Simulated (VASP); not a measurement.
Computed with revTPSS meta-GGA, VASP's PBE PAW potentials (set 64) (plane waves; VASP).

VASP ran on this input.

INCAR:
```
! general
SYSTEM  = Ni
PREC    = Accurate
ENCUT   = 520
LREAL   = .FALSE.
LASPH   = .TRUE.

! electronic loop
EDIFF   = 1E-6
NELM    = 100
ALGO    = Normal
LMAXMIX = 4
LMIXTAU = .TRUE.

! smearing
ISMEAR  = 1
SIGMA   = 0.1

! functional
METAGGA = RTPSS

! spin
ISPIN   = 2
MAGMOM  = 0.8

! ions
IBRION  = 2
NSW     = 60
ISIF    = 3
EDIFFG  = -0.01

! output
LWAVE   = .FALSE.
LCHARG  = .FALSE.
LORBIT  = 10
```

### POSCAR
```
Ni
1.0
  0.0000000000   1.7600000000   1.7600000000
  1.7600000000   0.0000000000   1.7600000000
  1.7600000000   1.7600000000   0.0000000000
Ni
1
direct
  0.0000000000   0.0000000000   0.0000000000
```

KPOINTS:
```
Regular mesh
0
Gamma
 16 16 16
0 0 0
```

POTCAR, in this order: Ni (PBE.64 set). Program: vasp_std.

Output of the run:

### OUTCAR
```
 ion  position               nearest neighbor table
   1  0.000  0.000  0.000-
  LATTYP: Found a face centered cubic cell.
 ALAT       =     3.5200000000
 Subroutine PRICEL returns:
 Original cell was already a primitive cell.
 Subroutine GETGRP returns: Found 48 space group operations
The static configuration has the point symmetry O_h .
The dynamic configuration has the point symmetry O_h .
The overall configuration has the point symmetry O_h .
 Subroutine INISYM returns: Found 48 space group operations
 Subroutine IBZKPT returns following result:
 Found    145 irreducible k-points:

 Following reciprocal coordinates:
            Coordinates               Weight
  0.000000  0.000000  0.000000      1.000000
  0.062500  0.000000  0.000000      8.000000
  0.125000  0.000000  0.000000      8.000000
  0.187500  0.000000  0.000000      8.000000
  0.250000  0.000000  0.000000      8.000000
  0.312500  0.000000  0.000000      8.000000
  0.375000  0.000000  0.000000      8.000000
  0.437500  0.000000  0.000000      8.000000
  0.500000  0.000000  0.000000      4.000000
...
```

OSZICAR:
```
       N       E                     dE             d eps       ncg     rms          rms(c)
DAV:   1     0.525814716062E+02    0.52581E+02   -0.65031E+03  5503   0.204E+03
DAV:   2     0.911415394069E+01   -0.43467E+02   -0.42210E+02  6263   0.276E+02
DAV:   3     0.689708473822E+01   -0.22171E+01   -0.21488E+01  7722   0.811E+01
DAV:   4     0.686351834223E+01   -0.33566E-01   -0.33545E-01  7866   0.100E+01
DAV:   5     0.686287803688E+01   -0.64031E-03   -0.64024E-03  8165   0.113E+00    0.778E+00
DAV:   6    -0.195670977279E+01   -0.88196E+01   -0.17365E+01  5227   0.535E+01    0.546E+00
DAV:   7    -0.237575055782E+01   -0.41904E+00   -0.13094E+00  6578   0.174E+01    0.897E+00
DAV:   8    -0.169794435860E+01    0.67781E+00   -0.64956E+00  5823   0.362E+01    0.172E+00
DAV:   9    -0.170045914045E+01   -0.25148E-02   -0.22356E-02  5635   0.183E+00    0.851E-01
DAV:  10    -0.170055649839E+01   -0.97358E-04   -0.66039E-02  6090   0.254E+00    0.502E-01
DAV:  11    -0.169725704330E+01    0.32995E-02   -0.15596E-02  6026   0.157E+00    0.147E-01
DAV:  12    -0.169704501766E+01    0.21203E-03   -0.27170E-03  6133   0.613E-01    0.226E-02
DAV:  13    -0.169705036810E+01   -0.53504E-05   -0.11974E-05  5464   0.478E-02    0.195E-02
DAV:  14    -0.169705164222E+01   -0.12741E-05   -0.18277E-06  3075   0.264E-02    0.181E-02
DAV:  15    -0.169704561876E+01    0.60235E-05   -0.44144E-05  5884   0.814E-02    0.565E-03
DAV:  16    -0.169704593824E+01   -0.31948E-06   -0.81821E-07  2785   0.150E-02
   1 F= -.16970459E+01 E0= -.16972137E+01  d E =-.169705E+01  mag=     0.6275
       N       E                     dE             d eps       ncg     rms          rms(c)
DAV:   1    -0.367497730090E+01   -0.19779E+01   -0.32841E+01  5462   0.976E+01    0.125E+01
DAV:   2    -0.211582300117E+01    0.15592E+01   -0.24966E+01  5467   0.881E+01    0.562E+00
DAV:   3    -0.174144950997E+01    0.37437E+00   -0.37178E+00  5445   0.318E+01    0.225E+00
DAV:   4    -0.169765082504E+01    0.43799E-01   -0.53113E-02  5480   0.281E+00    0.106E+00
DAV:   5    -0.169242586318E+01    0.52250E-02   -0.67456E-03  6022   0.117E+00    0.494E-01
DAV:   6    -0.169205756310E+01    0.36830E-03   -0.17436E-03  6635   0.392E-01    0.128E-01
DAV:   7    -0.169208802498E+01   -0.30462E-04   -0.52578E-05  5601   0.106E-01    0.749E-02
DAV:   8    -0.169207928783E+01    0.87371E-05   -0.18881E-05  6327   0.630E-02    0.229E-02
DAV:   9    -0.169207294957E+01    0.63383E-05   -0.28819E-06  2895   0.254E-02    0.557E-03
DAV:  10    -0.169207388621E+01   -0.93664E-06   -0.12383E-06  2685   0.206E-02
   2 F= -.16920739E+01 E0= -.16921774E+01  d E =0.497205E-02  mag=     0.5926
       N       E                     dE             d eps       ncg     rms          rms(c)
DAV:   1    -0.223405901675E+01   -0.54199E+00   -0.91168E+00  5424   0.556E+01    0.621E+00
DAV:   2    -0.187844465424E+01    0.35561E+00   -0.81633E+00  5500   0.431E+01    0.317E+00
DAV:   3    -0.173304114637E+01    0.14540E+00   -0.13508E+00  5460   0.198E+01    0.122E+00
DAV:   4    -0.171831940143E+01    0.14722E-01   -0.20889E-02  5464   0.168E+00    0.587E-01
DAV:   5    -0.171820745862E+01    0.11194E-03   -0.22241E-03  6413   0.654E-01    0.114E-01
DAV:   6    -0.171823814207E+01   -0.30683E-04   -0.12038E-04  6308   0.142E-01    0.509E-02
DAV:   7    -0.171824620155E+01   -0.80595E-05   -0.25469E-05  5590   0.653E-02    0.291E-02
DAV:   8    -0.171825145431E+01   -0.52528E-05   -0.35854E-05  5587   0.974E-02    0.946E-03
DAV:   9    -0.171825367183E+01   -0.22175E-05   -0.58883E-07  2655   0.131E-02    0.176E-03
DAV:  10    -0.171825358913E+01    0.82699E-07   -0.31408E-07  2619   0.970E-03
   3 F= -.17182536E+01 E0= -.17184763E+01  d E =-.212077E-01  mag=     0.6004
       N       E                     dE             d eps       ncg     rms          rms(c)
DAV:   1    -0.171844037173E+01   -0.18670E-03   -0.32374E-03  5439   0.102E+00    0.116E-01
DAV:   2    -0.171829484872E+01    0.14552E-03   -0.28169E-03  5486   0.844E-01    0.582E-02
DAV:   3    -0.171825273905E+01    0.42110E-04   -0.45561E-04  5448   0.355E-01    0.215E-02
DAV:   4    -0.171825202897E+01    0.71009E-06   -0.76350E-06  5365   0.332E-02
   4 F= -.17182520E+01 E0= -.17184740E+01  d E =-.212061E-01  mag=     0.6002
       N       E                     dE             d eps       ncg     rms          rms(c)
DAV:   1    -0.171930031256E+01   -0.10476E-02   -0.18791E-02  5441   0.244E+00    0.280E-01
DAV:   2    -0.171856581244E+01    0.73450E-03   -0.16359E-02  5486   0.203E+00    0.141E-01
DAV:   3    -0.171826979716E+01    0.29602E-03   -0.26602E-03  5451   0.858E-01    0.520E-02
DAV:   4    -0.171822828929E+01    0.41508E-04   -0.44694E-05  5447   0.806E-02    0.257E-02
DAV:   5    -0.171822309611E+01    0.51932E-05   -0.36332E-06  3612   0.262E-02    0.400E-03
DAV:   6    -0.171822303925E+01    0.56863E-07   -0.34071E-07  2626   0.102E-02
   5 F= -.17182230E+01 E0= -.17184469E+01  d E =0.289897E-04  mag=     0.6006
       N       E                     dE             d eps       ncg     rms          rms(c)
DAV:   1    -0.171887803512E+01   -0.65494E-03   -0.10826E-02  5440   0.186E+00    0.213E-01
DAV:   2    -0.171841215826E+01    0.46588E-03   -0.94236E-03  5484   0.155E+00    0.107E-01
DAV:   3    -0.171826166160E+01    0.15050E-03   -0.15310E-03  5447   0.650E-01    0.391E-02
DAV:   4    -0.171825252472E+01    0.91369E-05   -0.25166E-05  5438   0.602E-02    0.194E-02
DAV:   5    -0.171825580785E+01   -0.32831E-05   -0.20572E-06  3202   0.199E-02    0.310E-03
DAV:   6    -0.171825609607E+01   -0.28823E-06   -0.19768E-07  2610   0.792E-03
   6 F= -.17182561E+01 E0= -.17184785E+01  d E =-.406711E-05  mag=     0.6003
```

**OUTCAR**
```
------------------------ aborting loop because EDIFF is reached ----------------------------------------
  FORCE on cell =-STRESS in cart. coord.  units (eV):
  Direction    XX          YY          ZZ          XY          YZ          ZX
  --------------------------------------------------------------------------------------
  Total       -0.0061586     -0.0061586     -0.0061586     -0.0000000      0.0000000      0.0000000
  in kB       -0.9554530     -0.9554530     -0.9554530     -0.0000000      0.0000000      0.0000000
  external PRESSURE =      -0.9554530 kB  Pullay stress =       0.0000000 kB
  volume of cell :       10.33
      direct lattice vectors                 reciprocal lattice vectors
    -0.000000000  1.728423185  1.728423185    -0.289281007  0.289281007  0.289281007
     1.728423185 -0.000000000  1.728423185     0.289281007 -0.289281007  0.289281007
     1.728423185  1.728423185  0.000000000     0.289281007  0.289281007 -0.289281007
 POSITION                                       TOTAL-FORCE (eV/Angst)
 -----------------------------------------------------------------------------------
      1.72842      1.72842      0.00000        -0.000000      0.000000      0.000000
 -----------------------------------------------------------------------------------
    total drift:                                0.000000      0.000000     -0.000000
  FREE ENERGIE OF THE ION-ELECTRON SYSTEM (eV)
  ---------------------------------------------------
  free  energy   TOTEN  =        -1.7182560961 eV

  energy  without entropy=       -1.7189232464  energy(sigma->0) =       -1.71847848

 total charge

# of ion       s       p       d       tot
------------------------------------------
    1        0.511   0.550   8.324   9.385

 magnetization (x)

# of ion       s       p       d       tot
------------------------------------------
    1       -0.009  -0.027   0.644   0.609

 reached required accuracy - stopping structural energy minimisation
```
(Selected blocks of OUTCAR.)

File CONTCAR:
```
Ni
   1.00000000000000
    -0.0000000000000000    1.7284231848597982    1.7284231848597982
     1.7284231848597982   -0.0000000000000000    1.7284231848597982
     1.7284231848597982    1.7284231848597982    0.0000000000000000
  Ni
     1
Direct
     0.0000000000000000    0.0000000000000000    1.0000000000000000
```

File OUTCAR:
```
 val. band max:       10.0886827609   @ k =   0.3750   0.3750   0.0000

 cond. band min:      10.0931749461   @ k =  -0.3750   0.1875   0.0625


 Fermi energy:        10.0923152955

 spin component 1

 k-point     1 :       0.0000    0.0000    0.0000
  band No.  band energies     occupation
      1       0.5769      1.00000
      2       7.4268      1.00000
      3       7.4268      1.00000
      4       7.4268      1.00000
      5       8.7295      1.00000
      6       8.7295      1.00000
      7      34.2532      0.00000
      8      38.5426      0.00000
      9      38.5427      0.00000

 k-point     2 :       0.0625    0.0000    0.0000
  band No.  band energies     occupation
      1       0.7358      1.00000
      2       7.3833      1.00000
      3       7.4638      1.00000
      4       7.4638      1.00000
      5       8.7133      1.00000
      6       8.7133      1.00000
      7      33.7687      0.00000
      8      36.6264      0.00000
      9      38.1747      0.00000

 k-point     3 :       0.1250    0.0000    0.0000
  band No.  band energies     occupation
      1       1.2030      1.00000
      2       7.2691      1.00000
      3       7.5575      1.00000
      4       7.5575      1.00000
      5       8.6816      1.00000
      6       8.6816      1.00000
      7      31.4405      0.00000
      8      35.3779      0.00000
      9      37.4991      0.00000

 k-point     4 :       0.1875    0.0000    0.0000
  band No.  band energies     occupation
      1       1.9454      1.00000
      2       7.1335      1.00000
      3       7.6525      1.00000
      4       7.6525      1.00000
      5       8.6873      1.00000
      6       8.6873      1.00000
      7      28.1975      0.00000
      8      34.8761      0.00000
      9      36.8763      0.00000

 k-point     5 :       0.2500    0.0000    0.0000
  band No.  band energies     occupation
      1       2.8834      1.00000
...
```

Energy and stress use the plane-wave basis of the starting cell.

The compound is Ni in the fcc structure. This run relaxes it. Symmetry was kept, so distortions that lower it aren't found.
